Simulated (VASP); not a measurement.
# TaSn (P6/mmm) in VASP: density of states with PBE

Aim: the density of states of TaSn with PBE.

All numbers are computed with VASP 6.6.1; they aren't measurements. Logs are shortened: lines on timing, memory, paths and dates and some standing lists are left out, and cuts for length are marked.

## (1) The crystal as given

The structure is hexagonal, space group P6/mmm (No. 191). The conventional cell has a = 5.793 Å, b = 5.793 Å, c = 4.831 Å, α = 90.00°, β = 90.00°, γ = 120.00°. Around Ta (site symmetry mmm) lie 4 Ta at 2.90 Å and 6 Sn at 2.90 to 2.94 Å. Sn (site symmetry -6m2) is surrounded by 6 Ta at 2.94 Å and 3 Sn at 3.34 Å. Around Sn (site symmetry 6/mmm) lie 6 Ta at 2.90 Å.

The cell was built by a generator and needn't be a form met in nature.

## (2) Density of states, PBE

File POSCAR:

```
TaSn                                    
1.0
    5.7927753690      0.0000000000      0.0000000000
   -2.8963876794      5.0166906256     -0.0000000000
   -0.0000000000      0.0000000000      4.8311532373
  Ta              Sn            
     3     3
Direct
     0.5000000000000000    0.0000000000000000    1.0000000000000000
     0.5000000000000000    0.5000000000000000    1.0000000000000000
     0.0000000000000000    0.5000000000000000    1.0000000000000000
     0.3333333300000021    0.6666666699999979    0.5000000000000000
     0.6666666699999979    0.3333333300000021    0.5000000000000000
     0.0000000000000000    0.0000000000000000    1.0000000000000000
```

File INCAR.step1:

```
PREC     = Accurate       # precision mode
ENCUT    = 520            # plane-wave cutoff, eV
EDIFF    = 1E-7           # SCF threshold, eV
ISMEAR   = 0              # smearing method
SIGMA    = 0.1            # smearing width, eV
LREAL    = False          # projectors in reciprocal space
LASPH    = True           # aspherical terms in the spheres
NELM     = 100            # most SCF steps
ALGO     = Normal         # electronic algorithm
ISIF     = 2              # what is computed and relaxed
LWAVE    = False          # write WAVECAR
LCHARG   = True           # write CHGCAR
LMAXMIX  = 4              # l up to which the mixer works
GGA      = PE             # functional
KPAR     = 4
```

File KPOINTS.step1:

```
regular mesh
0
Gamma
  6 6 6
```

File INCAR.step2:

```
PREC     = Accurate       # precision mode
ENCUT    = 520            # plane-wave cutoff, eV
EDIFF    = 1E-7           # SCF threshold, eV
ISMEAR   = -5             # smearing method
SIGMA    = 0.1            # smearing width, eV
LREAL    = False          # projectors in reciprocal space
LASPH    = True           # aspherical terms in the spheres
NELM     = 100            # most SCF steps
ALGO     = Normal         # electronic algorithm
ISIF     = 2              # what is computed and relaxed
LWAVE    = False          # write WAVECAR
LCHARG   = False          # write CHGCAR
LMAXMIX  = 4              # l up to which the mixer works
GGA      = PE             # functional
LORBIT   = 10             # projections on sites
KPAR     = 4            
NEDOS    = 2001           # points of the DOS
ICHARG   = 11             # starting density
```

File KPOINTS.step2:

```
regular mesh
0
Gamma
  9 9 9
```

Potentials or basis: VASP PAW PBE potentials, release 64 (Ta_pv, Sn_d).

Started as:

```bash
cat potpaw_PBE.64/Ta_pv/POTCAR potpaw_PBE.64/Sn_d/POTCAR > POTCAR
cp INCAR.step1 INCAR
cp KPOINTS.step1 KPOINTS
mpirun -np 4 vasp_std > vasp.out
cp INCAR.step2 INCAR
cp KPOINTS.step2 KPOINTS
mpirun -np 4 vasp_std > vasp.out
```

OUTCAR:

```text
PREC = Accurate
   ENCUT = 520
   EDIFF = 1E-7
   ISMEAR = -5
   LREAL = False
   LASPH = True
   NELM = 100
   ISIF = 2
   GGA = PE
   LORBIT = 10
   ICHARG = 11

 ion  position               nearest neighbor table
   1  0.500  0.000  0.000-   2 2.90   2 2.90   6 2.90   6 2.90   3 2.90   3 2.90   5 2.94   5 2.94
                             4 2.94   4 2.94
   2  0.500  0.500  0.000-   1 2.90   1 2.90   3 2.90   3 2.90   6 2.90   6 2.90   5 2.94   5 2.94
                             4 2.94   4 2.94
   3  0.000  0.500  0.000-   6 2.90   6 2.90   2 2.90   2 2.90   1 2.90   1 2.90   5 2.94   5 2.94
                             4 2.94   4 2.94
   4  0.333  0.667  0.500-   1 2.94   1 2.94   3 2.94   3 2.94   2 2.94   2 2.94   5 3.34   5 3.34
                             5 3.34
   5  0.667  0.333  0.500-   1 2.94   1 2.94   3 2.94   3 2.94   2 2.94   2 2.94   4 3.34   4 3.34
                             4 3.34
   6  0.000  0.000  0.000-   3 2.90   3 2.90   1 2.90   1 2.90   2 2.90   2 2.90

  LATTYP: Found a hexagonal cell.
 ALAT       =     5.7927753690
 C/A-ratio  =     0.8339963022

  Lattice vectors:

 A1 = (   5.7927753690,   0.0000000000,   0.0000000000)
 A2 = (  -2.8963876794,   5.0166906256,   0.0000000000)
 A3 = (   0.0000000000,   0.0000000000,   4.8311532373)

Analysis of symmetry for initial positions (statically):
=====================================================================
 Subroutine PRICEL returns:
 Original cell was already a primitive cell.

 Routine SETGRP: Setting up the symmetry group for a
 hexagonal supercell.

 Subroutine GETGRP returns: Found 24 space group operations
 (whereof 24 operations were pure point group operations)
 out of a pool of 24 trial point group operations.

The static configuration has the point symmetry D_6h.

Analysis of symmetry for dynamics (positions and initial velocities):
=====================================================================
 Subroutine PRICEL returns:
 Original cell was already a primitive cell.

 Routine SETGRP: Setting up the symmetry group for a
 hexagonal supercell.

 Subroutine GETGRP returns: Found 24 space group operations
 (whereof 24 operations were pure point group operations)
 out of a pool of 24 trial point group operations.

The dynamic configuration has the point symmetry D_6h.

 Subroutine INISYM returns: Found 24 space group operations
 (whereof 24 operations are pure point group operations),
 and found     1 'primitive' translations

----------------------------------------------------------------------------------------

                                     Primitive cell

  volume of cell :     140.3960

  direct lattice vectors                    reciprocal lattice vectors
     5.792775369  0.000000000  0.000000000     0.172628824  0.099667298  0.000000000
    -2.896387679  5.016690626  0.000000000     0.000000000  0.199334596  0.000000000
     0.000000000  0.000000000  4.831153237     0.000000000  0.000000000  0.206989915

  length of vectors
     5.792775369  5.792775364  4.831153237     0.199334596  0.199334596  0.206989915

  position of ions in fractional coordinates (direct lattice)
     0.500000000  0.000000000  0.000000000
     0.500000000  0.500000000  0.000000000
     0.000000000  0.500000000  0.000000000
     0.333333330  0.666666670  0.500000000
     0.666666670  0.333333330  0.500000000
     0.000000000  0.000000000  0.000000000

  ion indices of the primitive-cell ions
   primitive index   ion index
                 1           1
                 2           2
                 3           3
                 4           4
                 5           5
                 6           6

----------------------------------------------------------------------------------------

 KPOINTS: regular mesh

Automatic generation of k-mesh.
 Grid dimensions read from file:
 generate k-points for:    9    9    9

 Generating k-lattice:

  Cartesian coordinates                     Fractional coordinates (reciprocal lattice)
     0.019180980  0.011074144  0.000000000     0.111111111  0.000000000  0.000000000
     0.000000000  0.022148288  0.000000000     0.000000000  0.111111111  0.000000000
     0.000000000  0.000000000  0.022998879     0.000000000  0.000000000  0.111111111

  Length of vectors
     0.022148288  0.022148288  0.022998879

  Shift w.r.t. Gamma in fractional coordinates (k-lattice)
     0.000000000  0.000000000  0.000000000

 TETIRR: Found    699 inequivalent tetrahedra from     4374

 Subroutine IBZKPT returns following result:
 ===========================================

 Found     60 irreducible k-points:

 Following reciprocal coordinates:
            Coordinates               Weight
  0.000000  0.000000  0.000000      1.000000
  0.111111  0.000000  0.000000      6.000000
  0.222222  0.000000  0.000000      6.000000
  0.333333  0.000000  0.000000      6.000000
  0.444444  0.000000  0.000000      6.000000
  0.111111  0.111111  0.000000      6.000000
[... 16 lines left out ...]
  0.333333  0.222222  0.111111     24.000000
  0.333333  0.333333  0.111111      4.000000
 [... further k-points ...]
   k-points           NKPTS =     60   k-points in BZ     NKDIM =     60   number of bands    NBANDS=     45
   number of dos      NEDOS =   2001   number of ions     NIONS =      6
   total plane-waves  NPLWV =  82944
   dimension x,y,z NGX =    48 NGY =   48 NGZ =   36
   dimension x,y,z NGXF=    96 NGYF=   96 NGZF=   72
   ions per type =               3   3
   NGX,Y,Z   is equivalent  to a cutoff of  13.78, 13.78, 12.39 a.u.
   NGXF,Y,Z  is equivalent  to a cutoff of  27.55, 27.55, 24.78 a.u.
 SYSTEM =  unknown system
   PREC   = accura    normal or accurate (medium, high low for compatibility)
   ISTART =      0    job   : 0-new  1-cont  2-samecut
   ICHARG =     11    charge: 1-file 2-atom 10-const
   ISPIN  =      1    spin polarized calculation?
   LNONCOLLINEAR =      F non collinear calculations
   LSORBIT =      F    spin-orbit coupling
   LASPH  =      T    aspherical Exc in radial PAW
   ENCUT  =  520.0 eV  38.22 Ry    6.18 a.u.  10.77 10.77  8.98*2*pi/ulx,y,z
   NELM   =    100;   NELMIN=  2; NELMDL=  0     # of ELM steps
   EDIFF  = 0.1E-06   stopping-criterion for ELM
   LREAL  =      F    real-space projection
   EDIFFG = 0.1E-05   stopping-criterion for IOM
   NSW    =      0    number of steps for IOM
   IBRION =     -1    ionic relax: 0-MD 1-quasi-New 2-CG
   NFREE  =      0    steps in history (QN), initial steepest desc. (CG)
   ISIF   =      2    stress and relaxation
   ISYM   =      2    0-nonsym 1-usesym 2-fastsym
   POTIM  = 0.5000    time-step for ionic-motion
   TEBEG  =    0.0;   TEEND  =   0.0 temperature during run
   PSTRESS=    0.0 pullay stress
   NELECT =      75.0000    total number of electrons
   NUPDOWN=      -1.0000    fix difference up-down
   EMIN   =  10.00;   EMAX   =-10.00  energy-range for DOS
   EFERMI =   0.00;   METHOD = LEGACY
   ISMEAR =    -5;   SIGMA  =   0.10  broadening in eV -4-tet -1-fermi 0-gaus
   EFERMI_NEDOS =   21; number of points for ismear=-14 and -15
   IALGO  =     38    algorithm
   IMIX   =      4    mixing-type and parameters
     AMIX     =   0.40;   BMIX     =  1.00
     AMIX_MAG =   1.60;   BMIX_MAG =  1.00
  volume/ion in A,a.u.               =      23.40       157.91
  Fermi-wavevector in a.u.,A,eV,Ry     =   1.328343  2.510205 24.007423  1.764496
  Thomas-Fermi vector in A             =   2.457588
   LORBIT       =     10    0 simple, 1 ext, 2 COOP (PROOUT), +10 PAW based schemes
   GGA     = PE    functional components
   LHFCALC =     F    Hartree Fock is set to
   AEXX    =    0.0000 exact exchange contribution
   IVDW    =     0    specifies the selected vdW correction
   LEPSILON=     F    determine dielectric tensor
   LRPA    =     F    only Hartree local field effects (RPA)
 non-spin polarized calculation
 Fermi weights with tetrahedron method with Bloechl corrections
  energy-cutoff  :      520.00
  volume of cell :      140.40
 maximum number of plane-waves:      3816
 NGX is ok and might be reduce to    48

 number of electron      75.0000006 magnetization

 Free energy of the ion-electron system (eV)
  ---------------------------------------------------
  ext. energy  EPLUGINS =         0.00000000
  ---------------------------------------------------
  free energy    TOTEN  =       -46.67129870 eV

  energy without entropy =      -46.67129870  energy(sigma->0) =      -46.67129870

 E-fermi :   6.5965     XC(G=0): -10.9309

 val. band max:        6.6283618672   @ k =   0.2222   0.2222   0.4444
 cond. band min:       6.5887055642   @ k =   0.3333   0.3333   0.4444
 fundamental gap:     -0.0396563030
 Fermi energy:         6.5965250121

 k-point     1 :       0.0000    0.0000    0.0000
  band No.  band energies     occupation
      1     -28.1134      2.00000
      2     -27.9405      2.00000
      3     -27.8771      2.00000
      4     -27.8770      2.00000
      5     -27.8219      2.00000
      6     -27.8218      2.00000
[... 37 lines left out ...]
     44       9.7456      0.00000
     45       9.8471      0.00000

 k-point     2 :       0.1111    0.0000    0.0000
  band No.  band energies     occupation
      1     -28.0930      2.00000
      2     -27.9374      2.00000
      3     -27.8740      2.00000
      4     -27.8631      2.00000
      5     -27.8251      2.00000
      6     -27.8218      2.00000
[... 1048 lines left out ...]
 k-point    24 :       0.3333    0.3333    0.1111
  band No.  band energies     occupation
      1     -27.8821      2.00000
      2     -27.8820      2.00000
      3     -27.8220      2.00000
      4     -27.7919      2.00000
      5     -27.7893      2.00000
      6     -27.7893      2.00000
[... 37 lines left out ...]
     44       9.7154      0.00000
     45      10.1428      0.00000

 [... further k-points ...]

------------------------ aborting loop because EDIFF is reached ----------------------------------------

  FORCE on cell =-STRESS in cart. coord.  units (eV):
  Direction    XX          YY          ZZ          XY          YZ          ZX
  --------------------------------------------------------------------------------------
  -------------------------------------------------------------------------------------
  Total        0.3766691      0.3766691     -0.3706189      0.0000000     -0.0000000     -0.0000000
  in kB        4.2984881      4.2984881     -4.2294447      0.0000000     -0.0000000     -0.0000000
  external PRESSURE =       1.4558438 kB  Pullay stress =       0.0000000 kB

 VOLUME and BASIS-vectors are now :
 -----------------------------------------------------------------------------
  energy-cutoff  :      520.00
  volume of cell :      140.40
      direct lattice vectors                 reciprocal lattice vectors
     5.792775369  0.000000000  0.000000000     0.172628824  0.099667298  0.000000000
    -2.896387679  5.016690626  0.000000000     0.000000000  0.199334596  0.000000000
     0.000000000  0.000000000  4.831153237     0.000000000  0.000000000  0.206989915

 POSITION                                       TOTAL-FORCE (eV/Angst)
 -----------------------------------------------------------------------------------
      2.89639      0.00000      0.00000        -0.000000      0.000000     -0.000000
      1.44819      2.50835      0.00000        -0.000000      0.000000     -0.000000
     -1.44819      2.50835      0.00000        -0.000000      0.000000     -0.000000
     -0.00000      3.34446      2.41558         0.000000     -0.000000      0.000000
      2.89639      1.67223      2.41558        -0.000000     -0.000000     -0.000000
      0.00000      0.00000      0.00000        -0.000000      0.000000     -0.000000
 -----------------------------------------------------------------------------------
    total drift:                               -0.000000      0.000000      0.000000

  FREE ENERGIE OF THE ION-ELECTRON SYSTEM (eV)
  ---------------------------------------------------
  free  energy   TOTEN  =       -46.6712986972 eV

  energy  without entropy=      -46.6712986972  energy(sigma->0) =      -46.67129870

 total charge

# of ion       s       p       d       tot
------------------------------------------
    1        0.318   6.151   2.378   8.847
    2        0.318   6.151   2.378   8.847
    3        0.318   6.151   2.378   8.847
    4        1.128   1.270  10.000  12.398
    5        1.128   1.270  10.000  12.398
    6        1.141   1.281   9.990  12.412
--------------------------------------------------
tot          4.352  22.274  37.123  63.748
```

It took 86 s on 4 MPI ranks of AMD EPYC 9R45 (Zen 5), shared host; peak memory 0.43 GiB.

Results:

```yaml
Valence_electrons_inside_the_program's_atomic_spheres: Ta 8.85; Sn 12.40, 12.41
```

States per cell in windows of 1 eV (zero at the Fermi level; states under -8 eV left out):
```
from (eV)  total  Ta1_d  Ta2_d  Ta3_d  Sn6_p  Sn4_p  Sn5_p
     -8.0   2.86   0.05   0.05   0.05   0.01   0.02   0.02
     -7.0   0.98   0.03   0.03   0.03   0.00   0.01   0.01
     -6.0   0.70   0.03   0.03   0.03   0.03   0.04   0.04
     -5.0   1.37   0.06   0.06   0.06   0.09   0.10   0.10
     -4.0   3.89   0.28   0.28   0.28   0.20   0.33   0.33
     -3.0   4.28   0.41   0.41   0.41   0.41   0.27   0.27
     -2.0   6.08   0.80   0.80   0.80   0.32   0.33   0.33
     -1.0   4.84   0.73   0.73   0.73   0.23   0.16   0.16
      0.0   3.09   0.53   0.53   0.53   0.07   0.06   0.06
      1.0   3.39   0.58   0.58   0.58   0.11   0.09   0.09
      2.0   7.13   1.34   1.34   1.34   0.22   0.16   0.16
      3.0   1.40   0.25   0.25   0.25   0.05   0.03   0.03
      4.0   0.00   0.00   0.00   0.00   0.00   0.00   0.00
```

Caveat: tetrahedron occupations give inexact forces and stress in metals. Spin-orbit coupling is left out, which matters for the levels of Ta.
